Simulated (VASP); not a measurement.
Here is the system:

```yaml
crystal:
  lattice:
    - [2.18936, 1.26403, 7.13646]
    - [-2.18936, 1.26403, 7.13646]
    - [0.00000, -2.52806, 7.13646]
  atoms:
    - { symbol: Sn, position: [0.49315, 0.49315, 0.49315] }
    - { symbol: Te, position: [0.24807, 0.24807, 0.24807] }
    - { symbol: Pb, position: [0.00464, 0.00464, 0.00464] }
    - { symbol: Se, position: [0.75412, 0.75412, 0.75412] }
```

These are PBEsol GGA, VASP's PBE PAW potentials (set 64) (plane waves; VASP) values and carry that method's errors. Numerical set-up: 400 eV cut-off, 7×7×7 Γ-centred mesh, tetrahedra with Blöchl corrections, potentials Sn_d Te Pb_d Se.

The cores are frozen, which limits the accuracy of field gradients.

Task: Give the principal components of the electric field gradient (V/Å²) and the asymmetry η at each nucleus.

Result: 
```tsv
atom	Vxx	Vyy	Vzz	η
Sn1	1.7	1.7	-3.4	0.00
Te2	-22.5	-22.5	45.1	0.00
Pb3	7.9	7.9	-15.8	0.00
Se4	17.8	17.8	-35.6	0.00
```

The structure comes from a computed database's SnTePbSe entry (R3m); how it stands against other phases isn't given here. It was relaxed first, which changed the volume by -6 %.
